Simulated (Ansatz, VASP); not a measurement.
# Ni (Ni wire along [110], 4 atoms a period) in two plane-wave programs

One calculation is typed for both programs; each brings its own data sets. How far apart do they land? The cell is taken from a series of runs on this material, whose earlier steps may have relaxed, scaled, displaced or heated it; both programs get it as it stands.

Method: plane waves, with VASP 6.6.1 beside it; single point at PBE, in Ansatz 0.2.0.

### Step 1. Set-up

The cell holds 4 atoms: 4 Ni. Its edges and angles: a = 10.320 Å, b = 9.289 Å, c = 2.374 Å, α = 90.0°, β = 90.0°, γ = 90.0°. Vacuum lies along a and b. The structure's axis is c.

### Step 2. Ansatz: single point, PBE

Ansatz runs on its PAW soft_1 files.

A single point gives forces, pressure and levels at one fixed geometry, so differences don't come from the geometry; what else differs is listed under the comparison.

The input, input.yaml:

```yaml
crystal:
  lattice:
    - [10.32, 0.0, 0.0]
    - [0.0, 9.289, 0.0]
    - [0.0, 0.0, 2.3738912574]
  atoms:
    - { symbol: Ni, position: [0.332255371, 0.5, 0.0], spin: 0.81 }
    - { symbol: Ni, position: [0.667744629, 0.5, 0.0], spin: 0.81 }
    - { symbol: Ni, position: [0.5, 0.375703495, 0.5], spin: 0.87 }
    - { symbol: Ni, position: [0.5, 0.624296505, 0.5], spin: 0.87 }
magnetization:
  spin_polarized: true
kpoints:
  mp_grid: { grid: [1, 1, 34] }
  band_path: { path: ["Γ", Z], npoints: 90 }
scf:
  occupations: { method: fermi_dirac, width: 0.05 }
hamiltonian:
  xc: pbe
  pseudopotentials: { kind: paw, azcp: { folder: soft_1 } }
output:
  dos: { e_range: [-5, 4] }
  write_potential: true
  write_density: true
  volumetric_format: npy
```

Started as:

```bash
ansatz run input.yaml --threads 4 --pin off --max-ram 16384MiB --backend cpu --events-out ev --progress --plain --runs-dir out
```

Numbers of over 12 decimals in the logs are rounded to 6 here.

The log of the run:

```text
Engine: ansatz 0.2.0, aarch64-unknown-linux-gnu
Pseudopotentials: kind: paw
Pseudopotential: Ni, paw, valence charge 18, recommended cutoff 420 eV (normal), soft_1/Ni.paw.azcp
Functional definition: PBE
  parameter kappa = 0.804
  parameter beta = 0.066725
  exchange = pbe_x(kappa = kappa, mu = beta*pi^2/3)
  correlation = pbe_c(beta = beta)
Crystal: 4 atoms, lattice volume = 227.567 Å³
Basis set: ecut = 420 eV, 4399 PW (Γ)
Bands: 46, of which v1, the nominal top of the filled ones, is band 36 counted from 1 (35 counted from 0)
Symmetry: 8 space group operations
Space group: Pmmm (ITA 47), of the structure as read, at distance tolerance 6.1e-5 Å
Magnetic group: BNS 47.249 (UNI 347), of the structure as read, at distance tolerance 6.1e-5 Å
k-points: 18 of 34
Non-local potential: Ni, projectors of the file, l = 0: 3, l = 1: 2, l = 2: 3, l = 3: 1
PAW form: soft (Blöchl's): semilocal exchange-correlation on the pseudo side does not see the compensation charge
PAW one-centre angular grid: Ni, 590 points (default); XC on 64 Gauss nodes
Initial density: superposition of atomic densities (neutral atoms: chi_scale 0, normalization atom)
Starting moments: Σ|m| = 3.36 μB on 4 of 4 sites
Initial wavefunctions: pseudopotential atomic-orbital guess
Functional: x = pbe(κ = 0.804, μ = 0.219515), c = pbe(β = 0.066725)
SCF iter   1: F=—  HF=-23349.540226 eV  |F-HF|=—  |Δ(HF+E_count)|=         —  Δρ=2.29e-2 (↑2.29e-2 ↓1.68e-2)  dr2=7.42e0  dr2_m=3.63e-1  M=3.616 μB ∫|m|=3.758 μB  β_m=0.30  ethr=3.10e-3  ⟨swp⟩=8.0  Hψ=8080  notcnv=0  defer=13
Mixer restart at iter 1: flushing history
preconditioner: auto → LDOS  [metal: Δε(μ)=0.027 eV  Ē_g=6.234 eV  σ=0.050 eV  W_gap=0.13  n_scr=36 (ndim 8)  ℏωp=15.6 eV  f_vac=0.659  D(μ)=10.46/eV (n_scr^D=82)]
spin=Collinear: LDOS preconditioning applied to the charge; magnetization (m = ρ↑ − ρ↓) channel mixes plain (no charge-response kernel on spin).
SCF iter   2: F=—  HF=-23350.624972 eV  |F-HF|=—  |Δ(HF+E_count)|=    1.08e0  Δρ=1.65e-2 (↑1.65e-2 ↓9.33e-3)  dr2=1.54e0  dr2_m=2.21e-1  M=3.611 μB ∫|m|=3.827 μB  β_m=0.41  ethr=3.10e-3  ⟨swp⟩=3.1  Hψ=3099  notcnv=0  defer=89
SCF iter   3: F=—  HF=-23352.874753 eV  |F-HF|=—  |Δ(HF+E_count)|=    2.25e0  Δρ=6.48e-3 (↑3.85e-3 ↓6.48e-3)  dr2=1.05e-1  dr2_m=3.85e-2  M=3.544 μB ∫|m|=3.849 μB  β_m=0.51  ethr=2.14e-3  ⟨swp⟩=3.3  Hψ=2821  notcnv=0  defer=88
SCF iter   4: F=—  HF=-23353.515182 eV  |F-HF|=—  |Δ(HF+E_count)|=   6.40e-1  Δρ=6.00e-3 (↑1.97e-3 ↓6.00e-3)  dr2=9.26e-2  dr2_m=1.33e-2  M=3.343 μB ∫|m|=3.677 μB  β_m=0.54  ethr=1.46e-4  ⟨swp⟩=3.2  Hψ=2974  notcnv=0  defer=87
SCF iter   5: F=—  HF=-23353.656649 eV  |F-HF|=—  |Δ(HF+E_count)|=   1.41e-1  Δρ=3.37e-3 (↑1.65e-3 ↓3.37e-3)  dr2=1.12e-2  dr2_m=1.19e-2  M=3.306 μB ∫|m|=3.657 μB  β_m=0.77  ethr=1.29e-4  ⟨swp⟩=2.6  Hψ=2694  notcnv=0  defer=90
SCF iter   6: F=—  HF=-23353.701962 eV  |F-HF|=—  |Δ(HF+E_count)|=   4.53e-2  Δρ=2.59e-3 (↑6.77e-4 ↓2.59e-3)  dr2=1.43e-2  dr2_m=2.26e-3  M=3.257 μB ∫|m|=3.603 μB  β_m=0.76  ethr=1.55e-5  ⟨swp⟩=2.1  Hψ=2730  notcnv=0  defer=93
SCF iter   7: F=—  HF=-23353.702855 eV  |F-HF|=—  |Δ(HF+E_count)|=   8.94e-4  Δρ=3.36e-4 (↑2.25e-4 ↓3.36e-4)  dr2=2.77e-4  dr2_m=1.07e-4  M=3.259 μB ∫|m|=3.603 μB  β_m=0.88  ethr=1.55e-5  ⟨swp⟩=2.2  Hψ=2688  notcnv=0  defer=94
SCF iter   8: F=—  HF=-23353.703037 eV  |F-HF|=—  |Δ(HF+E_count)|=   1.81e-4  Δρ=2.80e-4 (↑1.39e-4 ↓2.80e-4)  dr2=2.02e-4  dr2_m=1.69e-5  M=3.262 μB ∫|m|=3.603 μB  β_m=0.81  ethr=3.84e-7  ⟨swp⟩=3.1  Hψ=3764  notcnv=0  defer=94
SCF iter   9: F=—  HF=-23353.703008 eV  |F-HF|=—  |Δ(HF+E_count)|=   2.93e-5  Δρ=6.68e-5 (↑2.37e-5 ↓6.68e-5)  dr2=5.11e-6  dr2_m=2.84e-6  M=3.263 μB ∫|m|=3.603 μB  β_m=0.90  ethr=2.81e-7  ⟨swp⟩=2.0  Hψ=2410  notcnv=0  defer=94
SCF iter  10: F=—  HF=-23353.703012 eV  |F-HF|=—  |Δ(HF+E_count)|=   4.46e-6  Δρ=1.37e-5 (↑8.03e-6 ↓1.37e-5)  dr2=2.71e-7  dr2_m=1.46e-7  M=3.264 μB ∫|m|=3.602 μB  β_m=0.93  ethr=7.10e-9  ⟨swp⟩=2.3  Hψ=3045  notcnv=0  defer=94
SCF iter  11: F=—  HF=-23353.703013 eV  |F-HF|=—  |Δ(HF+E_count)|=   3.64e-7  Δρ=1.14e-5 (↑4.41e-6 ↓1.14e-5)  dr2=3.95e-7  dr2_m=9.33e-8  M=3.264 μB ∫|m|=3.603 μB  β_m=0.90  ethr=3.76e-10  ⟨swp⟩=2.9  Hψ=3434  notcnv=0  defer=94
SCF iter  12: F=—  HF=-23353.703012 eV  |F-HF|=—  |Δ(HF+E_count)|=   2.45e-8  Δρ=5.30e-6 (↑2.03e-6 ↓5.30e-6)  dr2=9.82e-8  dr2_m=1.08e-8  M=3.264 μB ∫|m|=3.603 μB  β_m=0.86  ethr=3.76e-10  ⟨swp⟩=2.0  Hψ=2379  notcnv=0  defer=94
SCF iter  13: F=-23353.703012 eV  HF=-23353.703012 eV  |F-HF|=4.36e-8  |Δ(HF+E_count)|=   6.59e-9  Δρ=3.47e-6 (↑2.40e-6 ↓3.47e-6)  dr2=4.82e-8  dr2_m=2.27e-9  M=3.264 μB ∫|m|=3.603 μB  ethr=1.36e-10  ⟨swp⟩=10.5  Hψ=6297  notcnv=0
SCF 1 converged in 13 iterations: F = -23353.703012 eV  dr2 = 4.82e-8
  greatest PAW one-centre occupation: 1.001 electrons in one spin orbital (limit 2), on the Ni atom at site 1 (counted from 0), in its partial waves of l = 1
WARN: The output density's exchange-correlation potential varies sharply where the density is thin. Do not read a vacuum level from v_tot or v_xc, or from such a field of the output density. On a cell that repeats whose density bears no net charge and no dipole along the vacuum's axis use v_es (v_loc + v_h of the components); under efield.dipole_correction with no amplitude use v_es + v_field, which holds any externa [...]
NSCF: frozen V_eff on 91 k-points
SCF converged after 13 iterations
Magnetization: 3.2642 μB (37.6321 up, 34.3679 down)
Absolute magnetization: 3.6064 μB (∫|ρ↑−ρ↓|, with the PAW one-centre terms)
Spin contamination: 0.0459 ħ² per cell (⟨S²⟩ above its minimum at these occupations)
Per-site moments (μB) at R_I (Å): [(0.801173, 0.979230), (0.801173, 0.979230), (0.857252, 0.952537), (0.857252, 0.952537)]
Free energy (F): -23353.703012 eV
Harris-Foulkes:  -23353.703012 eV  (|F-HF|=4.36e-8)
Internal energy: -23353.642072 eV  (E = F + TS)
E sigma→0 (E₀):  -23353.672542 eV
Entropy (-TS):   -0.060940 eV (-15.235 meV/atom)
Fermi energy:    -0.116261 eV
--- Per-component energies (eV) ---
  E_band       = -2433.951208
  E_kinetic    = 1353.368940
  E_local      = -44675.860287  (includes V_loc(G=0)·N_el)
  E_nonlocal   = -457.214552
  E_hartree    = 22169.640405
  E_xc         = -443.536741
  E_vxc        = -571.440824  (∫ρ·V_xc dr)
  E_paw        = -6641.197801  (= ΣΔE_a)
  E_vpaw       = -2422.052461  (= ΣTr[D̂ρ^β])
  E_aug_tail   = 0.003752  (compensation charges beyond the density's cutoff)
  E_ewald      = 5341.154211
  E_smearing   = -0.060940  (= −TS)
  E_closure    = 0.000000  (closes the sum)
  Σ components = -23353.703012   (vs F -23353.703012, Δ=0.00e0)
--- Band table (eV; the first three rows and the last of 36) ---
  k-point 0 ↑: bands = [... 32 lower, -1.2321, -1.1309, -0.9460, -0.8510, -0.7750, -0.7713, -0.7201, 0.4610, ... 6 higher]
  k-point 1 ↑: bands = [... 32 lower, -1.2619, -1.1207, -0.9033, -0.8447, -0.8077, -0.8057, -0.7326, 0.5055, ... 6 higher]
  k-point 2 ↑: bands = [... 32 lower, -1.3053, -1.0899, -0.9006, -0.8960, -0.8903, -0.7663, -0.7446, 0.6262, ... 6 higher]
  k-point 17 ↓: bands = [... 32 lower, -0.0838, 0.0850, 0.2428, 0.2905, 2.1122, 2.5422, 2.8266, 4.2732, ... 6 higher]
```

### Step 3. VASP: single point, PBE

The same cell, functional, mesh and smearing now go to VASP, with its own data sets.

Lines of VASP's logs that name or quote its potential files are left out, and so is its time.

The input, INCAR:

```
SYSTEM = Ni
PREC = Accurate
ENCUT = 520
EDIFF = 1E-06
NELM = 200
ISMEAR = -1
SIGMA = 0.05
LREAL = .FALSE.
ALGO = Normal
GGA = PE
NBANDS = 30
ISPIN = 2
MAGMOM = 0.8 0.8 0.86 0.86
LASPH = .TRUE.
LMAXMIX = 4
LORBIT = 11
LWAVE = .FALSE.
LCHARG = .FALSE.
ISIF = 2
GGA_COMPAT = .FALSE.
KPAR = 2
```

The input, POSCAR:

```
Ni
1.0
   10.3200000000      0.0000000000      0.0000000000
    0.0000000000      9.2890000000      0.0000000000
    0.0000000000      0.0000000000      2.3738912574
Ni
4
Direct
    0.3322553710      0.5000000000      0.0000000000
    0.6677446290      0.5000000000      0.0000000000
    0.5000000000      0.3757034950      0.5000000000
    0.5000000000      0.6242965050      0.5000000000
```

The input, KPOINTS:

```
Automatic mesh
0
Gamma
1 1 34
0 0 0
```

Potentials, in the order of the species: Ni (PBE family, release 64).

Started as:

```bash
mpirun -np 2 vasp_std
```

The log of the run:

```text
[banner, memory and clock lines left out]
running    2 mpi-ranks, on    1 nodes
 distrk:  each k-point on    1 cores,    2 groups
 distr:  one band on    1 cores,    1 groups

 POSCAR found type information on POSCAR Ni
 POSCAR found :  1 types and       4 ions
 LDA part: xc-table for (Slater+PW92), standard interpolation
 POSCAR, INCAR and KPOINTS ok, starting setup
 FFT: planning ... GRIDC
 FFT: planning ... GRID_SOFT
 FFT: planning ... GRID
 WAVECAR not read
 entering main loop
       N       E                     dE             d eps       ncg     rms          rms(c)
DAV:   1     0.236809617719E+03    0.23681E+03   -0.15817E+04  2160   0.117E+03
DAV:   2    -0.796515221343E+01   -0.24477E+03   -0.23186E+03  2208   0.269E+02
DAV:   3    -0.191914309695E+02   -0.11226E+02   -0.10941E+02  2448   0.810E+01
DAV:   4    -0.193434454893E+02   -0.15201E+00   -0.15190E+00  2538   0.107E+01
DAV:   5    -0.193467791900E+02   -0.33337E-02   -0.33336E-02  3242   0.102E+00    0.156E+01
DAV:   6    -0.185767918910E+02    0.76999E+00   -0.26480E+01  2412   0.641E+01    0.151E+01
DAV:   7    -0.182974699364E+02    0.27932E+00   -0.13271E+01  2428   0.724E+01    0.200E+01
DAV:   8    -0.168817797090E+02    0.14157E+01   -0.55721E+00  2784   0.528E+01    0.772E+00
DAV:   9    -0.167551081284E+02    0.12667E+00   -0.13051E+00  2826   0.188E+01    0.256E+00
DAV:  10    -0.167611449956E+02   -0.60369E-02   -0.25042E-01  2316   0.460E+00    0.215E+00
DAV:  11    -0.167399097532E+02    0.21235E-01   -0.57955E-02  2500   0.422E+00    0.500E-01
DAV:  12    -0.167396206890E+02    0.28906E-03   -0.13253E-02  2514   0.114E+00    0.418E-01
DAV:  13    -0.167386967816E+02    0.92391E-03   -0.42654E-03  2196   0.111E+00    0.171E-01
DAV:  14    -0.167394405114E+02   -0.74373E-03   -0.98222E-04  2190   0.269E-01    0.116E-01
[...]
DAV:  18    -0.167407322655E+02   -0.91499E-04   -0.41525E-05  2374   0.551E-02    0.184E-02
DAV:  19    -0.167407891012E+02   -0.56836E-04   -0.46207E-06  2218   0.208E-02    0.128E-02
DAV:  20    -0.167408991701E+02   -0.11007E-03   -0.78284E-06  2170   0.266E-02    0.550E-03
DAV:  21    -0.167409793974E+02   -0.80227E-04   -0.46153E-06  2128   0.165E-02    0.574E-03
DAV:  22    -0.167410242082E+02   -0.44811E-04   -0.33947E-06  1986   0.819E-03    0.537E-03
DAV:  23    -0.167410333459E+02   -0.91377E-05   -0.11524E-06  1806   0.891E-03    0.226E-03
DAV:  24    -0.167410354293E+02   -0.20834E-05   -0.41185E-07  1672   0.494E-03    0.753E-04
DAV:  25    -0.167410356510E+02   -0.22169E-06   -0.10862E-07  1646   0.250E-03
   1 F= -.16741036E+02 E0= -.16709981E+02  d E =-.621090E-01  mag=     3.2314
```

OUTCAR, selected parts (step 3):

```text
ion  position               nearest neighbor table
   1  0.332  0.500  0.000-   3 2.40   4 2.40   3 2.40   4 2.40
   2  0.668  0.500  0.000-   3 2.40   4 2.40   3 2.40   4 2.40
   3  0.500  0.376  0.500-   4 2.31   2 2.40   1 2.40   1 2.40   2 2.40
   4  0.500  0.624  0.500-   3 2.31   2 2.40   1 2.40   1 2.40   2 2.40

  LATTYP: Found a simple orthorhombic cell.
 ALAT       =     2.3738912574
 B/A-ratio  =     3.9129846285
 C/A-ratio  =     4.3472926436

 Subroutine GETGRP returns: Found  8 space group operations
 (whereof  8 operations were pure point group operations)

The static configuration has the point symmetry D_2h.

 Found     18 irreducible k-points:

   k-points           NKPTS =     18   k-points in BZ     NKDIM =     18   number of bands    NBANDS=     30

   dimension x,y,z NGX =    80 NGY =   70 NGZ =   18
   dimension x,y,z NGXF=   160 NGYF=  140 NGZF=   36

   ENCUT  =  520.0 eV  38.22 Ry    6.18 a.u.  19.19 17.27  4.41*2*pi/ulx,y,z

   NELECT =      40.0000    total number of electrons

 k-points in reciprocal lattice and weights: Automatic mesh
   0.00000000  0.00000000  0.00000000       0.029
   0.00000000  0.00000000  0.02941176       0.059
   0.00000000  0.00000000  0.05882353       0.059
   0.00000000  0.00000000  0.08823529       0.059
   0.00000000  0.00000000  0.11764706       0.059
   0.00000000  0.00000000  0.14705882       0.059
   0.00000000  0.00000000  0.17647059       0.059
   0.00000000  0.00000000  0.20588235       0.059
   0.00000000  0.00000000  0.23529412       0.059
[...]
0.00000000  0.00000000  0.47058824       0.059
   0.00000000  0.00000000  0.50000000       0.029

 average (electrostatic) potential at core
       1 -92.8422       2 -92.8422       3 -93.0872       4 -93.0872

 E-fermi :  -1.7455

 spin component 1
 k-point     1 :       0.0000    0.0000    0.0000
  band No.  band energies     occupation
    ...
     19      -2.5430      1.00000
     20      -2.4662      1.00000
     21      -2.3915      1.00000
     22      -2.3860      1.00000
     23      -2.3366      0.99999
     24      -1.1361      0.00001
     25      -0.3319      0.00000
     26      -0.0071      0.00000
     27       1.5659      0.00000
     28       2.8973      0.00000
    ...

 k-point     2 :       0.0000    0.0000    0.0294
  band No.  band energies     occupation
    ...
     19      -2.5071      1.00000
     20      -2.4545      1.00000
     21      -2.4236      1.00000
     22      -2.4198      1.00000
     23      -2.3490      0.99999
     24      -1.0920      0.00000
     25      -0.2768      0.00000
     26       0.0247      0.00000
     27       1.6065      0.00000
     28       2.9225      0.00000
    ...

 k-point     3 :       0.0000    0.0000    0.0588
  band No.  band energies     occupation
    ...
     19      -2.5142      1.00000
     20      -2.5089      1.00000
     21      -2.5050      1.00000
     22      -2.3824      1.00000
     23      -2.3456      0.99999
     24      -0.9723      0.00000
     25      -0.1219      0.00000
     26       0.1193      0.00000
     27       1.7255      0.00000
     28       2.9982      0.00000
    ...

 k-point     4 :       0.0000    0.0000    0.0882
  band No.  band energies     occupation
    ...
     19      -2.6231      1.00000
     20      -2.6037      1.00000
     21      -2.5495      1.00000
     22      -2.4254      1.00000
     23      -2.1889      0.99986
     24      -0.7999      0.00000
     25       0.1114      0.00000
     26       0.2735      0.00000
     27       1.9160      0.00000
     28       3.1236      0.00000
    ...

 k-point     5 :       0.0000    0.0000    0.1176
  band No.  band energies     occupation
    ...
     19      -2.6877      1.00000
     20      -2.5932      1.00000
     21      -2.5890      1.00000
     22      -2.4504      1.00000
     23      -2.0095      0.99494
     24      -0.5911      0.00000
     25       0.4034      0.00000
     26       0.4830      0.00000
     27       2.1692      0.00000
     28       3.2980      0.00000
    ...

 k-point     6 :       0.0000    0.0000    0.1471
  band No.  band energies     occupation
    ...
     19      -2.7354      1.00000
     20      -2.6370      1.00000
     21      -2.5805      1.00000
     22      -2.3936      1.00000
     23      -1.8104      0.78545
     24      -0.3536      0.00000
     25       0.7413      0.00000
     26       0.7423      0.00000
     27       2.4762      0.00000
     28       3.5048      0.00000
    ...

  Total        0.1323846      0.1206134     -0.0038472      0.0000000      0.0000000      0.0000000
  in kB        0.9320485      0.8491739     -0.0270858      0.0000000      0.0000000      0.0000000
  external PRESSURE =       0.5847122 kB  Pullay stress =       0.0000000 kB

  energy-cutoff  :      520.00
  volume of cell :      227.57
      direct lattice vectors                 reciprocal lattice vectors
    10.320000000  0.000000000  0.000000000     0.096899225  0.000000000  0.000000000
     0.000000000  9.289000000  0.000000000     0.000000000  0.107654215  0.000000000
     0.000000000  0.000000000  2.373891257     0.000000000  0.000000000  0.421249287

 POSITION                                       TOTAL-FORCE (eV/Angst)
 -----------------------------------------------------------------------------------
      3.42888      4.64450      0.00000        -0.018477     -0.000000     -0.000000
      6.89112      4.64450      0.00000         0.018477      0.000000      0.000000
      5.16000      3.48991      1.18695        -0.000000     -0.010803     -0.000000
      5.16000      5.79909      1.18695         0.000000      0.010803      0.000000
 -----------------------------------------------------------------------------------
    total drift:                               -0.000000     -0.000000      0.000000

  FREE ENERGIE OF THE ION-ELECTRON SYSTEM (eV)
  ---------------------------------------------------
  free  energy   TOTEN  =       -16.7410356510 eV

  energy  without entropy=      -16.6789267003  energy(sigma->0) =      -16.70998118

 total charge
# of ion       s       p       d       tot
------------------------------------------
    1        0.509   0.302   8.352   9.164
    2        0.509   0.302   8.352   9.164
    3        0.509   0.380   8.331   9.220
    4        0.509   0.380   8.331   9.220
--------------------------------------------------
tot          2.036   1.365  33.367  36.768

 magnetization (x)
# of ion       s       p       d       tot
------------------------------------------
    1        0.001  -0.013   0.788   0.775
    2        0.001  -0.013   0.788   0.775
    3       -0.001  -0.019   0.841   0.821
    4       -0.001  -0.019   0.841   0.821
--------------------------------------------------
tot         -0.001  -0.064   3.257   3.192

[... 6 further parts left out ...]
```

The magnetic state follows from one typed start and may not be the lowest.

### Step 4. Comparison

Known differences besides the potentials themselves: VASP starts from the moments at which Ansatz ended; the data sets hold 72 valence electrons in Ansatz (on its PAW soft_1 files) and 40 in VASP; the cutoff is 420 eV in Ansatz and 520 eV in VASP; site moments are counted in spheres of each program's own size. Total energies have different zeros and are not compared.

The two programs side by side:

| quantity | Ansatz | VASP | difference |
| --- | --- | --- | --- |
| total moment (μB) | 3.26 | 3.23 | +0.03 |
| moment on Ni4 (μB) | 0.86 | 0.82 | +0.04 |
| moment on Ni3 (μB) | 0.86 | 0.82 | +0.04 |
| moment on Ni2 (μB) | 0.80 | 0.78 | +0.03 |
| moment on Ni1 (μB) | 0.80 | 0.78 | +0.03 |

### Step 5. Outcome

* difference in total moment (single point, PBE): 0.033 μB

In words: The difference in total moment is 0.033 μB (single point, PBE). The data sets hold unlike numbers of valence electrons (72 in Ansatz and 40 in VASP), so part of the differences comes from the potentials. How closely two codes agree says nothing of how well the functional describes the real material.

[Lines on the potential files, build, host, timing and source positions are cut from VASP's logs without a mark.]

[Logs are printed without paths, hosts, clocks, repeated set-up lines and the standing remarks that a program may print on its own settings, such as how far it seeks lower states.]

[Hosts, paths, dates, database ids (printed as entryN), source tags and the programs' standing remarks are cut or masked in the printed files.]
